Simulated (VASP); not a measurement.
All values below come from PBE GGA with D3 dispersion (zero damping), VASP's PBE PAW potentials (set 64) (plane waves; VASP).

VASP input:

**INCAR**
```
SYSTEM = FeAl
PREC = Accurate; ENCUT = 520; LREAL = .FALSE.
LASPH = .TRUE.
EDIFF = 1E-7; NELM = 100; ALGO = Normal
LMAXMIX = 4
ISMEAR = 1; SIGMA = 0.1
GGA = PE; IVDW = 11
ISIF = 2
LWAVE = .FALSE.; LCHARG = .FALSE.
```

**KPOINTS**
```
Automatic mesh
0
Gamma
13 13 13
0 0 0
```

### POSCAR
```
FeAl
1
    2.8695066375     0.0000000000     0.0000000000
    0.0000000000     2.8695066375     0.0000000000
    0.0000000000     0.0000000000     2.8695066375
Al Fe
1 1
Direct
  0.5000000000   0.5000000000   0.5000000000
  0.0000000000   0.0000000000   0.0000000000
```

POTCAR, in this order: Al Fe (PBE.64 set). Program: vasp_std.

**Question.** What does the run give for the energy per atom (σ→0), dispersion energy, pressure, band gap (on the k-mesh)?

**Answer.** 
| Item | Value |
|---|---|
| energy per atom (σ→0) | -636.9 kJ/mol of atoms |
| dispersion energy | -0.592 eV |
| band gap (on the k-mesh) | none (metal, semimetal or under 0.01 eV) |
| pressure | -53.4 kbar |

File OSZICAR:
```
...
DAV:   8    -0.126257007729E+02    0.28728E-01   -0.21754E-01  1640   0.571E+00    0.147E+00
DAV:   9    -0.126112522192E+02    0.14449E-01   -0.43252E-02  1813   0.319E+00    0.357E-01
DAV:  10    -0.126108380313E+02    0.41419E-03   -0.94159E-04  1921   0.417E-01    0.156E-01
DAV:  11    -0.126108229397E+02    0.15092E-04   -0.20600E-05  1620   0.448E-02    0.871E-03
DAV:  12    -0.126108220282E+02    0.91152E-06   -0.60667E-06  2003   0.342E-02    0.511E-03
DAV:  13    -0.126108219237E+02    0.10448E-06   -0.20828E-07   880   0.515E-03    0.125E-03
DAV:  14    -0.126108219203E+02    0.34100E-08   -0.48777E-08   782   0.228E-03
   1 F= -.13202782E+02 E0= -.13202506E+02  d E =-.828344E-03
```

The compound is FeAl in the CsCl type structure. This cell is one point of a volume scan, at 1.03 of the reference volume. The run is not spin-polarised, so no magnetic state was tried. The electron count is odd and the run is not spin-polarised, which forces a metal.
